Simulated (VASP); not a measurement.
Here is the system:

```yaml
crystal:
  lattice:
    - [-1.54382, 1.54382, 2.91362]
    - [1.54382, -1.54382, 2.91362]
    - [1.54382, 1.54382, -2.91362]
  atoms:
    - { symbol: Sb, position: [0.00000, 0.00000, 0.00000] }
```

Calculation: r2SCAN+rVV10, VASP's PBE PAW potentials (set 64) (plane waves; VASP). Run with 400 eV cut-off, 18×18×18 Γ-centred mesh, tetrahedra with Blöchl corrections, potentials Sb.

Problem. Give the energies of bands 1 to 5 at the high-symmetry points, in eV from the Fermi level.

Solution. 
| band | Γ | X | P | N | M | S | R |
|---|---|---|---|---|---|---|---|
| 1 | -13.40 | -6.34 | -6.29 | -9.40 | -10.44 | -9.20 | -7.86 |
| 2 | 3.53 | -4.35 | -3.32 | -5.97 | -5.98 | -4.25 | -3.06 |
| 3 | 5.71 | -1.73 | -3.32 | 0.92 | 3.07 | -3.87 | -2.57 |
| 4 | 5.71 | 0.92 | -0.03 | 5.58 | 3.07 | 4.66 | -1.66 |
| 5 | 9.09 | 3.67 | 6.33 | 6.46 | 6.76 | 8.48 | 8.25 |

It has no gap at this level: it comes out as a metal or semimetal.

The structure comes from a measured Sb entry (I4/mmm) of the Crystallography Open Database, whose conditions weren't checked. It was relaxed first, which changed the volume by +24 %.
